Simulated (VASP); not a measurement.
Here is the system:

```xyz
2
Lattice="0.0000 2.7812 2.7812 2.7812 0.0000 2.7812 2.7812 2.7812 0.0000" Properties=species:S:1:pos:R:3 pbc="T T T"
Be     0.0000     0.0000     0.0000
Te     1.3906     1.3906     1.3906
```

The numbers are results of LDA (Ceperley-Alder, Perdew-Zunger), VASP's LDA PAW potentials (set 64) (plane waves; VASP), not measurements. Run with 400 eV cut-off, 12×12×12 Γ-centred mesh, Gaussian smearing of 0.010 eV, potentials Be Te.

### Question
Give the electronic dielectric tensor ε∞ (DFPT, local fields included).

### Answer

```
7.51  0.00  0.00
0.00  7.51  0.00
0.00  0.00  7.51
```

### Question
Give the Born effective charges.

### Answer

```tsv
atom	Z*xx	Z*yy	Z*zz	mean
Be1	1.24	1.24	1.24	1.24
Te2	-1.24	-1.24	-1.24	-1.24
```

### Question
And the static tensor with the ions free?

### Answer

```
8.41  0.00  0.00
0.00  8.41  0.00
0.00  0.00  8.41
```

### Question
Which frequencies do the optical Γ-point modes have (no LO-TO splitting)?

### Answer
481 (×3) cm⁻¹.

The piezoelectric tensor e of the same run, ions relaxed (C/m²):

|  | xx | yy | zz | yz | xz | xy |
|---|---|---|---|---|---|---|
| x | 0.00 | 0.00 | 0.00 | -0.12 | 0.00 | 0.00 |
| y | 0.00 | 0.00 | 0.00 | 0.00 | -0.12 | 0.00 |
| z | 0.00 | 0.00 | 0.00 | 0.00 | 0.00 | -0.12 |

The compound is BeTe in the zinc blende structure. It was relaxed first.
